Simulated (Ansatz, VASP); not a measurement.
**YPdCl5: VASP beside Ansatz**

```
Y Pd Cl
1.0
     4.56335    0.00000    0.00000
     0.00000    4.56335    0.00000
     0.00000    0.00000    8.01485
Y Pd Cl
1 1 5
Direct
  0.00000 0.00000 0.50000
  0.50000 0.50000 0.00000
  0.50000 0.00000 0.72620
  0.00000 0.50000 0.72620
  0.50000 0.00000 0.27380
  0.00000 0.50000 0.27380
  0.00000 0.00000 0.00000
```

Alike in both runs: task single point; functional PBE; k mesh 4 × 4 × 2; occupations gaussian, width 0.1 eV; no spin polarisation.

```csv
,VASP,Ansatz
version,VASP 6.6.1,Ansatz 0.2.0
potentials or method,"VASP PAW PBE potentials, release 64 (Y_sv, Pd, Cl)","scalar-relativistic, plane waves, PAW"
plane-wave cutoff (eV),520,420
valence electrons in the cell,56,64
```

|  | VASP | Ansatz | Ansatz less VASP |
| --- | --- | --- | --- |
| gap on the k mesh at the Fermi level (eV) | none | none | - |
| pressure (GPa) | -3.1 | -3.0 | +0.08 |
| largest component of the traceless stress (GPa) | 2.70 | 2.71 | +0.011 |
| rms of the force components (eV/Å) | 0.492 | 0.493 | +0.0008 |

Atom by atom the forces differ by 0.001 eV/Å (rms over components). A gap of «none» marks a metal or a gap that the smearing closes. The two sets of potentials don't hold the same shells in valence.

Caveats: the k mesh is coarse (spacing up to 0.39 Å⁻¹), so the values aren't converged; forces of over 1 eV/Å show positions far from the minimum, so gaps and moduli don't describe the material at rest.
